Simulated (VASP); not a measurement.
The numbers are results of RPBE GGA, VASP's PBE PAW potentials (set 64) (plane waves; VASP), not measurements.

A VASP calculation is set up with these files.

KPOINTS:
```
Automatic
0
G
  5 5 7
0 0 0
```

INCAR:
```
# general
SYSTEM   =  SnO2
PREC     =  Accurate
ENCUT    =  520   # plane-wave cut-off (eV)
LREAL    =  .False.   # projection in real space or not
LASPH    =  .True.   # aspherical one-centre terms

# electronic loop
EDIFF    =  1E-7   # SCF stop (eV)
NELM     =  100
ALGO     =  Normal   # blocked Davidson
LMAXMIX  =  4   # l cut-off of mixed one-centre charges

# smearing
ISMEAR   =  0   # Gaussian
SIGMA    =  0.05   # width (eV)

# functional
GGA      =  RP   # RPBE

# ions
IBRION   =  2   # conjugate gradients
NSW      =  30   # most ionic steps
ISIF     =  4   # ions and shape, fixed volume
EDIFFG   =  -0.01

# output
LWAVE    =  .False.
LCHARG   =  .False.
```

POSCAR:
```
SnO2
1
    4.8257172191     0.0000000000     0.0000000000
    0.0000000000     4.8257172191     0.0000000000
    0.0000000000     0.0000000000     3.2262123464
Sn O
2 4
Direct
  0.0000000000   0.0000000000   0.0000000000
  0.5000000000   0.5000000000   0.5000000000
  0.3068708160   0.3068708160   0.0000000000
  0.8068708160   0.1931291840   0.5000000000
  0.1931291840   0.8068708160   0.5000000000
  0.6931291840   0.6931291840   1.0000000000
```

POTCAR, in this order: Sn_d O (PBE.64 set). Program: vasp_std.

Output of the run:

### OSZICAR
```
       N       E                     dE             d eps       ncg     rms          rms(c)
DAV:   1     0.661193415683E+03    0.66119E+03   -0.26253E+04  1588   0.259E+03
DAV:   2     0.564916401148E+02   -0.60470E+03   -0.58467E+03  1686   0.683E+02
DAV:   3    -0.365691693022E+02   -0.93061E+02   -0.91589E+02  1733   0.226E+02
DAV:   4    -0.408959920316E+02   -0.43268E+01   -0.43138E+01  1740   0.542E+01
DAV:   5    -0.410387492823E+02   -0.14276E+00   -0.14272E+00  1885   0.992E+00    0.158E+01
DAV:   6    -0.348032022512E+02    0.62355E+01   -0.25083E+01  2380   0.719E+01    0.578E+00
DAV:   7    -0.349507775512E+02   -0.14758E+00   -0.20769E+00  1607   0.860E+00    0.332E+00
DAV:   8    -0.349690874318E+02   -0.18310E-01   -0.30083E-01  2008   0.535E+00    0.772E-01
DAV:   9    -0.349571178716E+02    0.11970E-01   -0.84072E-02  2329   0.393E+00    0.151E-01
DAV:  10    -0.349585959336E+02   -0.14781E-02   -0.66559E-03  1958   0.693E-01    0.497E-02
DAV:  11    -0.349587898197E+02   -0.19389E-03   -0.36938E-04  1808   0.146E-01    0.192E-02
DAV:  12    -0.349587988563E+02   -0.90366E-05   -0.23442E-05  2049   0.431E-02    0.106E-02
DAV:  13    -0.349587966574E+02    0.21988E-05   -0.15409E-05  2273   0.483E-02    0.344E-03
DAV:  14    -0.349587971802E+02   -0.52280E-06   -0.12403E-06  2151   0.111E-02    0.143E-03
DAV:  15    -0.349587973341E+02   -0.15382E-06   -0.57187E-08  1199   0.225E-03    0.548E-04
DAV:  16    -0.349587974160E+02   -0.81934E-07   -0.51397E-08  1108   0.165E-03
   1 F= -.34958797E+02 E0= -.34958797E+02  d E =-.349588E+02
       N       E                     dE             d eps       ncg     rms          rms(c)
DAV:   1    -0.349639417617E+02   -0.51444E-02   -0.10570E+00  1574   0.705E+00    0.494E-01
DAV:   2    -0.349637170122E+02    0.22475E-03   -0.45796E-02  1824   0.182E+00    0.279E-01
DAV:   3    -0.349612721052E+02    0.24449E-02   -0.27207E-03  2127   0.681E-01    0.806E-02
DAV:   4    -0.349612185305E+02    0.53575E-04   -0.11873E-03  2007   0.263E-01    0.243E-02
DAV:   5    -0.349612203857E+02   -0.18552E-05   -0.15612E-04  1720   0.117E-01    0.953E-03
DAV:   6    -0.349612186936E+02    0.16921E-05   -0.14321E-05  2057   0.507E-02    0.451E-03
DAV:   7    -0.349612189161E+02   -0.22255E-06   -0.17956E-06  1836   0.136E-02    0.228E-03
DAV:   8    -0.349612191851E+02   -0.26898E-06   -0.43234E-07  1601   0.493E-03    0.587E-04
DAV:   9    -0.349612191955E+02   -0.10389E-07   -0.38301E-08  1045   0.201E-03
   2 F= -.34961219E+02 E0= -.34961219E+02  d E =-.242178E-02
       N       E                     dE             d eps       ncg     rms          rms(c)
DAV:   1    -0.349612202199E+02   -0.10348E-05   -0.19963E-04  1651   0.968E-02    0.679E-03
DAV:   2    -0.349612202708E+02   -0.50955E-07   -0.86217E-06  1825   0.255E-02    0.381E-03
DAV:   3    -0.349612198818E+02    0.38908E-06   -0.45087E-07  1561   0.909E-03    0.112E-03
DAV:   4    -0.349612198700E+02    0.11798E-07   -0.26266E-07  1458   0.380E-03
   3 F= -.34961220E+02 E0= -.34961220E+02  d E =-.242245E-02
       N       E                     dE             d eps       ncg     rms          rms(c)
DAV:   1    -0.349613263453E+02   -0.10646E-03   -0.10204E-02  1523   0.727E-01    0.594E-02
DAV:   2    -0.349612894378E+02    0.36908E-04   -0.21311E-04  2131   0.159E-01    0.355E-02
DAV:   3    -0.349612617124E+02    0.27725E-04   -0.24578E-05  2326   0.723E-02    0.379E-03
DAV:   4    -0.349612623007E+02   -0.58827E-06   -0.66149E-06  1713   0.183E-02    0.193E-03
DAV:   5    -0.349612624266E+02   -0.12587E-06   -0.18563E-07  1380   0.449E-03    0.737E-04
DAV:   6    -0.349612624461E+02   -0.19533E-07   -0.39625E-08   961   0.227E-03
   4 F= -.34961262E+02 E0= -.34961262E+02  d E =-.425761E-04
```

OUTCAR:
```
------------------------ aborting loop because EDIFF is reached ----------------------------------------
  FORCE on cell =-STRESS in cart. coord.  units (eV):
  Direction    XX          YY          ZZ          XY          YZ          ZX
  --------------------------------------------------------------------------------------
  Total        2.4220323      2.4220323      2.4420833      0.0000000      0.0000000      0.0000000
  in kB       51.6504157     51.6504157     52.0780087      0.0000000      0.0000000      0.0000000
  external PRESSURE =      51.7929467 kB  Pullay stress =       0.0000000 kB
  volume of cell :       75.13
      direct lattice vectors                 reciprocal lattice vectors
     4.815862196  0.000000000  0.000000000     0.207647138 -0.000000000  0.000000000
     0.000000000  4.815862196  0.000000000    -0.000000000  0.207647138  0.000000000
     0.000000000  0.000000000  3.239429887     0.000000000  0.000000000  0.308696294
 POSITION                                       TOTAL-FORCE (eV/Angst)
 -----------------------------------------------------------------------------------
      0.00000      0.00000      3.23943        -0.000000     -0.000000      0.000000
      2.40793      2.40793      1.61971        -0.000000     -0.000000      0.000000
      1.47448      1.47448      0.00000         0.002472      0.002472      0.000000
      3.88241      0.93345      1.61971         0.002472     -0.002472      0.000000
      0.93345      3.88241      1.61971        -0.002472      0.002472      0.000000
      3.34139      3.34139      3.23943        -0.002472     -0.002472      0.000000
 -----------------------------------------------------------------------------------
    total drift:                               -0.000000      0.000000      0.000000
  FREE ENERGIE OF THE ION-ELECTRON SYSTEM (eV)
  ---------------------------------------------------
  free  energy   TOTEN  =       -34.9612624461 eV

  energy  without entropy=      -34.9612624461  energy(sigma->0) =      -34.96126245

 reached required accuracy - stopping structural energy minimisation
```
(Selected blocks of OUTCAR.)

CONTCAR:
```
SnO2
   1.00000000000000
     4.8158621964113131    0.0000000000000000    0.0000000000000000
     0.0000000000000000    4.8158621964113131    0.0000000000000000
     0.0000000000000000    0.0000000000000000    3.2394298871349778
  Sn              O
     2     4
Direct
     0.0000000000000000    0.0000000000000000    1.0000000000000000
     0.5000000000000000    0.5000000000000000    0.5000000000000000
     0.3061709610739783    0.3061709610739783    0.0000000000000000
     0.8061709610739783    0.1938290389260217    0.5000000000000000
     0.1938290389260217    0.8061709610739783    0.5000000000000000
     0.6938290389260217    0.6938290389260217    1.0000000000000000
```

The compound is SnO2 in the rutile structure. This cell is one point of a volume scan, at 0.97 of the reference volume. Symmetry was kept, so distortions that lower it aren't found.
